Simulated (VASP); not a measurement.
Write the native input for VASP 6.6.1 that does the following.

```yaml
Task: density of states
Functional: PBE
Potentials_or_basis: VASP PAW PBE potentials, release 64 (Cu, F, H)
Cutoff: 520 eV
k_mesh: 8 × 8 × 5
Occupations: fermi-dirac, width 0.1 eV
Spin: no spin polarisation
Dipole_correction: no
k_mesh_for_the_DOS: 12 × 12 × 8
Occupations_for_the_DOS: tetrahedron
Further_INCAR_settings: ALGO = Fast; EDIFF = 1e-06
```

CuH2F2:

```
Cu F H
1.0
     3.23188    0.00000    0.00000
    -1.61594    2.79889    0.00000
     0.00000    0.00000    4.87094
Cu F H
1 2 2
Cartesian
  0.0000 0.0000 0.0000
  -0.0002 1.8660 3.8023
  1.6161 0.9329 1.0687
  0.1142 1.8000 2.8276
  1.5017 0.9989 2.0434
```

The cell was built by a generator and needn't be a form met in nature.

One way to write it, as run:

POSCAR

```
CuH2F2
1.0
    3.2318814600      0.0000000000      0.0000000000
   -1.6159412300      2.7988919400      0.0000000000
    0.0000000000      0.0000000000      4.8709436300
Cu F H
1 2 2
Direct
    0.0000000000      0.0000000000      0.0000000000
    0.3333000000      0.6667000000      0.7806000000
    0.6667000000      0.3333000000      0.2194000000
    0.3569000000      0.6431000000      0.5805000000
    0.6431000000      0.3569000000      0.4195000000
```

INCAR.step1

```
  PREC = Accurate
  ENCUT = 520
  EDIFF = 1E-6
  ISMEAR = -1
  SIGMA = 0.1
  LREAL = F
  LASPH = T
  NELM = 100
  ALGO = Fast
  ISIF = 2
  LWAVE = F
  LCHARG = T
  LMAXMIX = 4
  GGA = PE
  NBANDS = 22
```

KPOINTS.step1

```
Automatic mesh
0
Gamma
  8 8 5
```

INCAR.step2

```
  PREC = Accurate
  ENCUT = 520
  EDIFF = 1E-6
  ISMEAR = -5
  SIGMA = 0.1
  LREAL = F
  LASPH = T
  NELM = 100
  ALGO = Fast
  ISIF = 2
  LWAVE = F
  LCHARG = F
  LMAXMIX = 4
  GGA = PE
  LORBIT = 11
  NEDOS = 2001
  ICHARG = 11
```

KPOINTS.step2

```
Automatic mesh
0
Gamma
  12 12 8
```

Potentials or basis: VASP PAW PBE potentials, release 64 (Cu, F, H).

Launch:

```sh
$ cat potpaw_PBE.64/Cu/POTCAR potpaw_PBE.64/F/POTCAR potpaw_PBE.64/H/POTCAR > POTCAR
$ cp INCAR.step1 INCAR
$ cp KPOINTS.step1 KPOINTS
$ mpirun -np 1 vasp_std > vasp.out
$ cp INCAR.step2 INCAR
$ cp KPOINTS.step2 KPOINTS
$ mpirun -np 1 vasp_std > vasp.out
```

It gave:

```json
{
 "Valence electrons inside the program's atomic spheres": "Cu 9.89; F 6.15; H 0.65"
}
```

Caveat: an odd number of electrons without spin polarisation forces a metal; a magnetic or distorted state may lie lower; the run has no spin polarisation, though such a crystal can be magnetic; semilocal functionals often make such compounds metallic where correlation or magnetic order opens a gap, which also shifts bond lengths.

Run time: 2 min on 1 thread of Intel(R) Xeon(R) Platinum 8488C (Sapphire Rapids), with other jobs on the host, peak memory 0.34 GiB.
